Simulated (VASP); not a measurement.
Output of a VASP run:

### OSZICAR
```
...
DAV:   5    -0.154351256322E+02    0.26975E-04   -0.30154E-03  1260   0.443E-01    0.273E-01
DAV:   6    -0.154351892379E+02   -0.63606E-04   -0.42081E-04  1301   0.188E-01    0.139E-01
DAV:   7    -0.154352612939E+02   -0.72056E-04   -0.21809E-04  1309   0.125E-01    0.390E-02
DAV:   8    -0.154352604178E+02    0.87613E-06   -0.23491E-05  1344   0.495E-02    0.194E-02
DAV:   9    -0.154352615357E+02   -0.11179E-05   -0.30241E-06  1302   0.131E-02    0.665E-03
DAV:  10    -0.154352618785E+02   -0.34288E-06   -0.66133E-07  1316   0.693E-03    0.259E-03
DAV:  11    -0.154352618982E+02   -0.19616E-07   -0.84297E-08  1017   0.229E-03
  16 F= -.15065478E+02 E0= -.15065478E+02  d E =-.430316E-02
       N       E                     dE             d eps       ncg     rms          rms(c)
DAV:   1    -0.155222247099E+02   -0.86963E-01   -0.29095E+00  1050   0.131E+01    0.197E+00
DAV:   2    -0.154574036762E+02    0.64821E-01   -0.33206E-01  1113   0.639E+00    0.117E+00
DAV:   3    -0.154467088403E+02    0.10695E-01   -0.18995E-02  1267   0.158E+00    0.492E-01
DAV:   4    -0.154433121777E+02    0.33967E-02   -0.26871E-02  1106   0.945E-01    0.229E-01
DAV:   5    -0.154431031642E+02    0.20901E-03   -0.14261E-03  1183   0.294E-01    0.160E-01
DAV:   6    -0.154431216327E+02   -0.18468E-04   -0.14119E-04  1344   0.124E-01    0.970E-02
DAV:   7    -0.154431139101E+02    0.77226E-05   -0.14279E-04  1246   0.953E-02    0.481E-02
DAV:   8    -0.154431150753E+02   -0.11652E-05   -0.11484E-05  1393   0.311E-02    0.315E-02
DAV:   9    -0.154431155322E+02   -0.45688E-06   -0.12516E-06  1359   0.753E-03    0.948E-03
DAV:  10    -0.154431157431E+02   -0.21087E-06   -0.73500E-07  1302   0.649E-03    0.470E-03
DAV:  11    -0.154431158040E+02   -0.60925E-07   -0.96024E-08  1002   0.265E-03
  17 F= -.15066911E+02 E0= -.15066911E+02  d E =-.573668E-02
       N       E                     dE             d eps       ncg     rms          rms(c)
DAV:   1    -0.154435134299E+02   -0.39769E-03   -0.49040E-03  1064   0.534E-01    0.785E-02
DAV:   2    -0.154434047651E+02    0.10866E-03   -0.55654E-04  1127   0.261E-01    0.465E-02
DAV:   3    -0.154433865653E+02    0.18200E-04   -0.32014E-05  1253   0.648E-02    0.189E-02
DAV:   4    -0.154433807368E+02    0.58284E-05   -0.41939E-05  1106   0.375E-02    0.921E-03
DAV:   5    -0.154433801894E+02    0.54743E-06   -0.20952E-06  1218   0.114E-02    0.651E-03
DAV:   6    -0.154433800139E+02    0.17553E-06   -0.20978E-07   974   0.484E-03    0.403E-03
DAV:   7    -0.154433795490E+02    0.46483E-06   -0.25650E-07   964   0.421E-03    0.192E-03
DAV:   8    -0.154433795366E+02    0.12453E-07   -0.31342E-08   560   0.158E-03
  18 F= -.15066910E+02 E0= -.15066910E+02  d E =-.573535E-02
       N       E                     dE             d eps       ncg     rms          rms(c)
DAV:   1    -0.154435068321E+02   -0.12728E-03   -0.29164E-04  1092   0.150E-01    0.258E-02
DAV:   2    -0.154434982361E+02    0.85961E-05   -0.33785E-05  1148   0.656E-02    0.152E-02
DAV:   3    -0.154434965034E+02    0.17327E-05   -0.26712E-06  1169   0.179E-02    0.660E-03
DAV:   4    -0.154434958732E+02    0.63020E-06   -0.22816E-06  1092   0.985E-03    0.302E-03
DAV:   5    -0.154434957197E+02    0.15351E-06   -0.86171E-08   630   0.270E-03    0.183E-03
DAV:   6    -0.154434955317E+02    0.18797E-06   -0.26763E-08   560   0.154E-03    0.421E-04
DAV:   7    -0.154434955021E+02    0.29578E-07   -0.35566E-09   546   0.624E-04
  19 F= -.15066917E+02 E0= -.15066917E+02  d E =-.720397E-05
```

### OUTCAR
```
------------------------ aborting loop because EDIFF is reached ----------------------------------------
  FORCE on cell =-STRESS in cart. coord.  units (eV):
  Direction    XX          YY          ZZ          XY          YZ          ZX
  --------------------------------------------------------------------------------------
  Total        0.3948133      0.3948134      0.3691610     -0.0000000      0.0000000      0.0000000
  in kB       10.4842290     10.4842298      9.8030328     -0.0000000      0.0000000      0.0000000
  external PRESSURE =       0.2571639 kB  Pullay stress =      10.0000000 kB
  volume of cell :       60.33
      direct lattice vectors                 reciprocal lattice vectors
     1.785312915 -3.092252790 -0.000000000     0.280062949 -0.161694413  0.000000000
     1.785312915  3.092252790  0.000000000     0.280062949  0.161694413  0.000000000
    -0.000000000  0.000000000  5.464451236    -0.000000000 -0.000000000  0.183000993
 POSITION                                       TOTAL-FORCE (eV/Angst)
 -----------------------------------------------------------------------------------
      0.00000     -0.00000      0.00000         0.000000      0.000000     -0.000000
      1.78531      1.03075      1.22295        -0.000000     -0.000000      0.000853
      1.78531     -1.03075      4.24150         0.000000      0.000000     -0.000853
 -----------------------------------------------------------------------------------
    total drift:                               -0.000000     -0.000000      0.000000
  FREE ENERGIE OF THE ION-ELECTRON SYSTEM (eV)
  ---------------------------------------------------
  free  energy   TOTEN  =       -15.4434955021 eV

  energy  without entropy=      -15.4434955021  energy(sigma->0) =      -15.44349550
  enthalpy is  TOTEN    =       -15.0669171899 eV   P V=        0.3765783123

 reached required accuracy - stopping structural energy minimisation
```
(Selected blocks of OUTCAR.)

POSCAR:
```
PtS2
1
    1.7866998760    -3.0946550357     0.0000000000
    1.7866998760     3.0946550357     0.0000000000
    0.0000000000     0.0000000000     6.1396524263
Pt S
1 2
Direct
  0.0000000000   0.0000000000   0.0000000000
  0.3333330000   0.6666670000   0.1995896725
  0.6666670000   0.3333330000   0.8004103275
```

**Question.** Write an INCAR and KPOINTS that could have produced this output.

**Answer.** This is not unique; one that fits is the input of the run itself, PBE GGA, plane waves, VASP's PBE PAW potentials (set 64).

KPOINTS:
```
Regular mesh
0
Gamma
  8 8 4
```

**INCAR**
```
! general
SYSTEM  = PtS2
PREC    = Accurate
ENCUT   = 480
LREAL   = F
LASPH   = T

! electronic loop
EDIFF   = 1E-7
NELM    = 100
ALGO    = Normal
LMAXMIX = 6

! smearing
ISMEAR  = 0
SIGMA   = 0.05

! functional
GGA     = PE

! ions
IBRION  = 2
NSW     = 40
ISIF    = 3
EDIFFG  = -0.01
PSTRESS = 10

! output
LWAVE   = F
LCHARG  = F
```

POTCAR, in this order: Pt S (PBE.64 set). Program: vasp_std.

Energy and stress use the plane-wave basis of the starting cell. Without a dispersion term in the relaxation, distances and binding between the weakly bound layers, chains or molecules are unreliable, and so is what depends on them.

The compound is PtS2 in the 1T layered structure. This run relaxes it under an external pressure of 1 GPa. Symmetry was kept, so distortions that lower it aren't found.
